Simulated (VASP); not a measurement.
Wanted: the native input for a VASP 6.6.1 run.

| Quantity | Value |
| --- | --- |
| Task | single point |
| Functional | PBE |
| Potentials or basis | VASP PAW PBE potentials, release 64 (Y_sv, Pd, Sn_d) |
| Cutoff | 520 eV |
| k mesh | 4 × 4 × 3, shifted |
| Occupations | fermi-dirac, width 0.1 eV |
| Spin | collinear spin, zero start |
| Starting moments | [0.0, 0.0, 0.0, 0.0, 0.0] μB |
| Dipole correction | no |
| Further INCAR settings | ALGO = Normal; EDIFF = 1e-06; NBANDS = 44 |

The structure of YSn3Pd lies in POSCAR:

```
YSn3Pd
1.0
    0.0234310000      4.7021280000      0.0270670000
    4.7302930000      0.0234310000     -0.0103690000
    2.3890170000      2.3310510000     -5.5730440000
Y Pd Sn
1 1 3
Direct
    0.9922530000      0.9765450000      0.0030470000
    0.6293130000      0.6524870000      0.7320650000
    0.7282690000      0.2200970000      0.5061180000
    0.2481760000      0.7104960000      0.5134180000
    0.4248280000      0.3992670000      0.1725510000
```

The cell was built by a generator and needn't be a form met in nature.

One way to write it, as run:

INCAR

```
SYSTEM = YSn3Pd
ALGO = Normal
EDIFF = 1E-6
ENCUT = 520
GGA = PE
ISIF = 2
ISMEAR = -1
ISPIN = 2
LASPH = .True.
LCHARG = .False.
LMAXMIX = 4
LORBIT = 11
LREAL = .False.
LWAVE = .False.
MAGMOM = 0 0 0 0 0
NBANDS = 44
NELM = 150
PREC = Accurate
SIGMA = 0.1
```

KPOINTS

```
Automatic mesh
0
Gamma
  4 4 3
  0.5 0.5 0.5
```

Potentials or basis: VASP PAW PBE potentials, release 64 (Y_sv, Pd, Sn_d).

Command:

```console
$ cat potpaw_PBE.64/Y_sv/POTCAR potpaw_PBE.64/Pd/POTCAR potpaw_PBE.64/Sn_d/POTCAR > POTCAR
$ mpirun -np 1 vasp_std > vasp.out
```

It gave:

| Quantity | Value |
| --- | --- |
| Pressure | 3.3 GPa |
| Largest force | 1.569 eV/Å |
| Band gap on the k mesh | none (metal or under the smearing width) |
| Net moment | 0.00 μB per cell |
| Valence electrons inside the program's atomic spheres | Y 9.13; Pd 9.71; Sn 12.34, 12.32, 12.41 |

Caveat: the k mesh is coarse (spacing up to 0.38 Å⁻¹), so the values aren't converged; forces of over 1 eV/Å show positions far from the minimum, so gaps and moduli don't describe the material at rest.

Run time: 2.3 min on 1 thread of Intel(R) Xeon(R) 6975P-C (Granite Rapids), with other jobs on the host, peak memory 0.42 GiB.
